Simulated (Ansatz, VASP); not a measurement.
# Cross-check of Ru (Ruthenium) between VASP and Ansatz, part 2 of 2

Wanted: the spread between two codes on one cell, functional and k mesh. The cell is taken from a series of runs on this material, whose earlier steps may have relaxed, scaled, displaced or heated it; both programs get it as it stands.

VASP 6.6.1 and Ansatz 0.2.0.

So far: Set-up; Ansatz: zone-centre phonons, LDA, pair 1; VASP: zone-centre phonons, LDA, pair 1.

### 4. Differences

Known differences besides the potentials themselves: the two LDA forms differ slightly; the data sets hold 32 valence electrons in Ansatz (on its PAW soft_1 files) and 28 in VASP; the cutoff is 260 eV in Ansatz and 500 eV in VASP; VASP's log shows a relativistic correction to its local exchange, Ansatz's none; Ansatz's log warns that its cutoff lies below the recommended one. Total energies have different zeros and are not compared.

Compared:

```
                  quantity  Ansatz   VASP  difference
optical mode 1 to 2 (cm⁻¹)   184.9  198.8     -6.97 %
     optical mode 3 (cm⁻¹)   235.3  224.2     +4.95 %
```

Modes are paired by rising frequency, not by their patterns, so a pair may set unlike modes beside each other; they are those without the splitting of longitudinal modes.

### 5. Ansatz: zone-centre phonons, LDA, pair 2

Second derivatives magnify differences that forces hide, and they need a tight electronic threshold.

The cell is taken from a series of runs on this material, whose earlier steps may have relaxed, scaled, displaced or heated it; both programs get it as it stands.

input.yaml

```yaml
crystal:
  lattice:
    - [2.7003195361, 0.0, 0.0]
    - [-1.3501597681, 2.3385453166, 0.0]
    - [0.0, 0.0, 4.2869557169]
  atoms:
    - { symbol: Ru, position: [0.3333333333, 0.6666666667, 0.25] }
    - { symbol: Ru, position: [0.6666666667, 0.3333333333, 0.75] }
kpoints:
  mp_grid: { grid: [10, 10, 6] }
hamiltonian:
  xc: lda
  pseudopotentials: { kind: paw, azcp: { folder: soft_1 }, xc_functional: pbe }
scf:
  occupations: { method: gaussian, width: 0.1 }
output:
  eigenvalues: true
basis:
  ecutwfc: 260.0
phonons:
  method: dfpt
  qmesh: [2, 2, 2]
  temperatures: { t_max: 1000, t_step: 50 }
  qpath:
    path:
      - [[0.0, 0.0, 0.0], [0.5, 0.0, 0.0], [0.33333333, 0.33333333, 0.0], [0.0, 0.0, 0.0], [0.0, 0.0, 0.5], [0.5, 0.0, 0.5], [0.33333333, 0.33333333, 0.5], [0.0, 0.0, 0.5]]
      - [[0.5, 0.0, 0.5], [0.5, 0.0, 0.0]]
      - [[0.33333333, 0.33333333, 0.5], [0.33333333, 0.33333333, 0.0]]
    npoints: 10
```

Launch:

```
> ansatz run input.yaml --threads 4 --pin off --max-ram 15360MiB --backend cpu --events-out ev --progress --plain --runs-dir out
```

Numbers of over 12 decimals in the logs are rounded to 6 here.

The program printed:

```text
[...]
Crystal: 2 atoms, lattice volume = 27.071 Å³
Basis set: ecut = 260 eV, 263 PW (Γ), exchange–correlation on 30×30×48 points (8 copies of the dense FFT grid, shifted against one another)
Bands: 20, of which v1, the nominal top of the filled ones, is band 16 counted from 1 (15 counted from 0)
Symmetry: 24 space group operations
k-points: 56 of 600
[...]
largest difference from the sums on the solved wave vectors: F 6.91e-2 eV, S 1.01e-4 and C_V 3.23e-5 eV/K
  zero-point energy: 0.066788 eV/cell   skipped modes (ω ≤ 0): 3   left out of the sums: 5.28e-5 of the cell's modes: C_V's classical limit lies that fraction below 3 k_B per atom; for a crystal, a wire or a layer, F and S can be off by more, and a phonons.interpolated_qmesh denser along its periods is the remedy for the sampling
[key lines of the parts left out:]
SCF converged after 8 iterations
Free energy (F): -11514.973127 eV
Fermi energy:    23.142879 eV
```

### 6. VASP: zone-centre phonons, LDA, pair 2

The same cell, functional (in two slightly different forms), mesh and smearing now go to VASP, with its own data sets.

INCAR

```
SYSTEM = Ru
PREC = Accurate
ENCUT = 500
EDIFF = 1E-08
NELM = 120
ISMEAR = 0
SIGMA = 0.1
LREAL = .FALSE.
ALGO = Normal
GGA = CA
NBANDS = 20
LASPH = .TRUE.
LORBIT = 11
LWAVE = .FALSE.
LCHARG = .FALSE.
ISIF = 2
IBRION = 8
GGA_COMPAT = .FALSE.
KPAR = 2
```

POSCAR

```
Ru
1.0
    2.7003195361      0.0000000000      0.0000000000
   -1.3501597681      2.3385453166      0.0000000000
    0.0000000000      0.0000000000      4.2869557169
Ru
2
Direct
    0.3333333333      0.6666666667      0.2500000000
    0.6666666667      0.3333333333      0.7500000000
```

KPOINTS

```
Automatic mesh
0
Gamma
10 10 6
0 0 0
```

Potentials, in the order of the species: Ru_pv (LDA family, release 64).

Launch:

```
> mpirun -np 2 vasp_std
```

The program printed:

```text
[... set-up lines as in an earlier step ...]
 entering main loop
       N       E                     dE             d eps       ncg     rms          rms(c)
[... 13 cycles as in an earlier step ...]
   1 F= -.21343608E+02 E0= -.21338682E+02  d E =-.985187E-02
 Linear response reoptimize wavefunctions to high precision
[... 2 cycles as in an earlier step ...]
 Linear response DOF=           2
 Linear response progress:
  Degree of freedom:   1/  2
       N       E                     dE             d eps       ncg     rms          rms(c)
[... 25 cycles as in an earlier step ...]
 first order change of Fermi-energy   0.28648E-05
 force on displaced ion       1 direction 1 :  -7.345   0.002   0.000
 Linear response progress:
  Degree of freedom:   2/  2
       N       E                     dE             d eps       ncg     rms          rms(c)
[... 21 cycles as in an earlier step ...]
 first order change of Fermi-energy  -0.10858E-04
 force on displaced ion       1 direction 3 :   0.000   0.000  -9.343
 Linear response finished
```

OUTCAR, selected parts (step 6):

```text
[... 4 parts as in an earlier step ...]
```

### 7. Side by side

What differs besides the data sets and the points named for the pairs above, as far as they apply: VASP's run holds the zone centre alone; the data sets hold 32 valence electrons in Ansatz (on its PAW soft_1 files) and 28 in VASP. Total energies have different zeros and are not compared.

The two programs side by side:

```
                  quantity  Ansatz   VASP  difference
optical mode 1 to 2 (cm⁻¹)   184.9  198.8     -6.97 %
     optical mode 3 (cm⁻¹)   235.3  224.2     +4.95 %
```

Modes are paired by rising frequency, not by their patterns, so a pair may set unlike modes beside each other; they are those without the splitting of longitudinal modes.

### 8. What came out

- r.m.s. difference of the optical zone-centre modes, each program's sorted by frequency (zone-centre phonons, LDA, pair 1): 13 cm⁻¹
- difference in optical mode 1 to 2 (zone-centre phonons, LDA, pair 1): -7.0 %
- r.m.s. difference of the optical zone-centre modes, each program's sorted by frequency (zone-centre phonons, LDA, pair 2): 13 cm⁻¹
- difference in optical mode 1 to 2 (zone-centre phonons, LDA, pair 2): -7.0 %

The r.m.s. difference of the optical zone-centre modes, each program's sorted by frequency is 13 cm⁻¹ (zone-centre phonons, LDA, pair 1). The data sets hold unlike numbers of valence electrons (32 in Ansatz and 28 in VASP), so part of the differences comes from the potentials. Among the rows given in per cent, the largest difference of the zone-centre phonons, LDA, pair 1 pair is in optical mode 1 to 2, -7.0 %. Ansatz's own log doubts the convergence of its zone-centre phonons, LDA, pair 1 run, which may account for the difference. Among the rows given in per cent, the largest difference of the zone-centre phonons, LDA, pair 2 pair is in optical mode 1 to 2, -7.0 %. Ansatz's own log doubts the convergence of its zone-centre phonons, LDA, pair 2 run, which may account for the difference. How closely two codes agree says nothing of how well the functional describes the real material.

[Lines on the potential files, build, host, timing and source positions are cut from VASP's logs without a mark.]

[Logs are printed without paths, hosts, clocks, repeated set-up lines and the standing remarks that a program may print on its own settings, such as how far it seeks lower states.]

[Hosts, paths, dates, database ids (printed as entryN), source tags and the programs' standing remarks are cut or masked in the printed files.]
